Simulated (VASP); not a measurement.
Level of theory: TPSS meta-GGA, VASP's PBE PAW potentials (set 64) (plane waves; VASP).

The input files of a VASP run:

KPOINTS_OPT:
```
k-points along high-symmetry lines
8
Line-mode
Reciprocal
  0.000000   0.000000   0.000000 ! GAMMA
  0.500000   0.500000   0.500000 ! T

  0.500000   0.500000   0.500000 ! T
  0.812500   0.187500   0.500000 ! H_2

  0.500000  -0.187500   0.187500 ! H_0
  0.500000  -0.000000  -0.000000 ! L

  0.500000  -0.000000  -0.000000 ! L
  0.000000   0.000000   0.000000 ! GAMMA

  0.000000   0.000000   0.000000 ! GAMMA
  0.343750  -0.343750   0.000000 ! S_0

  0.656250   0.000000   0.343750 ! S_2
  0.500000   0.000000   0.500000 ! F

  0.500000   0.000000   0.500000 ! F
  0.000000   0.000000   0.000000 ! GAMMA
```

KPOINTS:
```
Automatic mesh
0
Gamma
10 10 10
0 0 0
```

### INCAR
```
ALGO  =  Normal
EDIFF  =  1E-7
ENCUT  =  520
ISIF  =  2
ISMEAR  =  -5
ISPIN  =  2
LASPH  =  .TRUE.
LCHARG  =  .FALSE.
LEFG  =  .TRUE.
LMAXMIX  =  4
LMIXTAU  =  .TRUE.
LORBIT  =  11
LREAL  =  .FALSE.
LWAVE  =  .FALSE.
MAGMOM  =  1.4 -1.4 2*0.0
METAGGA  =  TPSS
NEDOS  =  601
NELM  =  100
PREC  =  Accurate
SYSTEM  =  NiO
```

File POSCAR:
```
NiO
1
    4.1659088066     2.0794838547     2.0794838547
    2.0794838547     4.1659088066     2.0794838547
    2.0794838547     2.0794838547     4.1659088066
Ni O
2 2
Direct
  0.0000000000   0.0000000000   0.0000000000
  0.5000000000   0.5000000000   0.5000000000
  0.2500000000   0.2500000000   0.2500000000
  0.7500000000   0.7500000000   0.7500000000
```

POTCAR, in this order: Ni O (PBE.64 set). Program: vasp_std.

The run wrote:

### OSZICAR
```
       N       E                     dE             d eps       ncg     rms          rms(c)
DAV:   1     0.275976231879E+03    0.27598E+03   -0.16730E+04  9416   0.227E+03
DAV:   2     0.157412489478E+02   -0.26023E+03   -0.24715E+03  9532   0.476E+02
DAV:   3    -0.162272670521E+02   -0.31969E+02   -0.29963E+02 11048   0.183E+02
DAV:   4    -0.175347540764E+02   -0.13075E+01   -0.12800E+01 10268   0.388E+01
DAV:   5    -0.175677172075E+02   -0.32963E-01   -0.32952E-01 10824   0.616E+00    0.205E+01
DAV:   6    -0.462783122756E+02   -0.28711E+02   -0.15582E+02 10204   0.165E+02    0.190E+01
DAV:   7    -0.445982736212E+02    0.16800E+01   -0.32739E+00 11724   0.310E+01    0.132E+01
DAV:   8    -0.436686169277E+02    0.92966E+00   -0.70623E+00 10960   0.254E+01    0.446E+00
DAV:   9    -0.440113026975E+02   -0.34269E+00   -0.70700E-01  9824   0.135E+01    0.274E+00
DAV:  10    -0.440501738984E+02   -0.38871E-01   -0.60572E-02 13588   0.610E+00    0.150E+00
DAV:  11    -0.440252896891E+02    0.24884E-01   -0.10502E-01 10492   0.289E+00    0.447E-01
DAV:  12    -0.440311968158E+02   -0.59071E-02   -0.23116E-02 13648   0.169E+00    0.247E-01
DAV:  13    -0.440304602867E+02    0.73653E-03   -0.22853E-03 13780   0.594E-01    0.110E-01
DAV:  14    -0.440303617280E+02    0.98559E-04   -0.73178E-04 10496   0.325E-01    0.418E-02
DAV:  15    -0.440303826342E+02   -0.20906E-04   -0.86471E-05 11224   0.102E-01    0.293E-02
DAV:  16    -0.440304001674E+02   -0.17533E-04   -0.17266E-05 10184   0.647E-02    0.111E-02
DAV:  17    -0.440303999967E+02    0.17073E-06   -0.23939E-06 14364   0.235E-02    0.675E-03
DAV:  18    -0.440303984271E+02    0.15695E-05   -0.16985E-06 13584   0.172E-02    0.222E-03
DAV:  19    -0.440303985936E+02   -0.16648E-06   -0.48286E-07  9504   0.759E-03    0.722E-04
DAV:  20    -0.440303984899E+02    0.10368E-06   -0.55990E-08  4820   0.331E-03    0.527E-04
DAV:  21    -0.440303984929E+02   -0.30036E-08   -0.19914E-08  4692   0.276E-03
   1 F= -.44030398E+02 E0= -.44030398E+02  d E =0.000000E+00  mag=     0.0000
       N       E                     dE             ncg
```

### OUTCAR
```
------------------------ aborting loop because EDIFF is reached ----------------------------------------
  FORCE on cell =-STRESS in cart. coord.  units (eV):
  Direction    XX          YY          ZZ          XY          YZ          ZX
  --------------------------------------------------------------------------------------
  Total        0.0162880      0.0162880      0.0162880     -0.0312523     -0.0312523     -0.0312523
  in kB        0.7201035      0.7201035      0.7201035     -1.3816877     -1.3816877     -1.3816877
  external PRESSURE =       0.7201035 kB  Pullay stress =       0.0000000 kB
  volume of cell :       36.24
      direct lattice vectors                 reciprocal lattice vectors
     4.165908807  2.079483855  2.079483855     0.359566465 -0.119722282 -0.119722282
     2.079483855  4.165908807  2.079483855    -0.119722282  0.359566465 -0.119722282
     2.079483855  2.079483855  4.165908807    -0.119722282 -0.119722282  0.359566465
 POSITION                                       TOTAL-FORCE (eV/Angst)
 -----------------------------------------------------------------------------------
      0.00000      0.00000      0.00000         0.000000      0.000000      0.000000
      4.16244      4.16244      4.16244         0.000000      0.000000     -0.000000
      2.08122      2.08122      2.08122        -0.000000     -0.000000     -0.000000
      6.24366      6.24366      6.24366        -0.000000      0.000000      0.000000
 -----------------------------------------------------------------------------------
    total drift:                                0.000000     -0.000000     -0.000000
  FREE ENERGIE OF THE ION-ELECTRON SYSTEM (eV)
  ---------------------------------------------------
  free  energy   TOTEN  =       -44.0303984929 eV

  energy  without entropy=      -44.0303984929  energy(sigma->0) =      -44.03039849

 total charge

# of ion       s       p       d       tot
------------------------------------------
    1        0.327   0.411   8.236   8.974
    2        0.327   0.411   8.236   8.974
    3        1.544   3.415   0.000   4.959
    4        1.544   3.415   0.000   4.959
--------------------------------------------------
tot          3.742   7.652  16.473  27.867

 magnetization (x)

# of ion       s       p       d       tot
------------------------------------------
    1       -0.011  -0.014   1.455   1.430
    2        0.011   0.014  -1.455  -1.430
    3        0.000   0.000   0.000   0.000
    4        0.000   0.000   0.000   0.000
--------------------------------------------------
tot          0.000   0.000   0.000   0.000

 Electric field gradients after diagonalization (V/A^2)
 (convention: |V_zz| > |V_xx| > |V_yy|)
----------------------------------------------------------------------
 ion       V_xx      V_yy      V_zz     asymmetry (V_yy - V_xx)/ V_zz
----------------------------------------------------------------------
   1      -0.391    -0.391     0.782       0.000
   2      -0.391    -0.391     0.782       0.000
   3       1.745     1.745    -3.490       0.000
   4       1.745     1.745    -3.490       0.000
```
(Selected blocks of OUTCAR.)

OUTCAR:
```
 val. band max:        7.2166316490   @ k =   0.3000   0.3000   0.1000

 cond. band min:       8.5473361702   @ k =   0.5000   0.3000   0.3000


 Fermi energy:         7.2361440774

 spin component 1

 k-point     1 :       0.0000    0.0000    0.0000
  band No.  band energies     occupation
      1     -12.8677      1.00000
      2     -11.4708      1.00000
      3      -0.3352      1.00000
      4       2.2952      1.00000
      5       2.2952      1.00000
      6       5.0640      1.00000
      7       5.0640      1.00000
      8       5.0864      1.00000
      9       5.3018      1.00000
     10       5.3018      1.00000
     11       5.3946      1.00000
     12       5.7134      1.00000
     13       5.7135      1.00000
     14       6.5996      1.00000
     15       6.5996      1.00000
     16       6.8397      1.00000
     17       9.4909      0.00000
     18       9.6352      0.00000
     19       9.6352      0.00000
     20      13.3969      0.00000

 k-point     2 :       0.1000    0.0000    0.0000
  band No.  band energies     occupation
      1     -12.7633      1.00000
      2     -11.4538      1.00000
      3      -0.1560      1.00000
      4       2.2318      1.00000
      5       2.3253      1.00000
      6       3.9965      1.00000
      7       4.5620      1.00000
      8       4.5685      1.00000
      9       5.3463      1.00000
     10       5.6691      1.00000
     11       5.6695      1.00000
     12       5.8181      1.00000
     13       6.1406      1.00000
     14       6.6423      1.00000
     15       6.7182      1.00000
     16       6.8303      1.00000
     17       9.2942      0.00000
     18       9.5767      0.00000
     19      10.2089      0.00000
     20      14.0465      0.00000

 k-point     3 :       0.2000    0.0000    0.0000
  band No.  band energies     occupation
      1     -12.4775      1.00000
      2     -11.4077      1.00000
      3       0.3242      1.00000
...
```

The compound is NiO in the rock salt, AFM-II order structure. It was relaxed first.
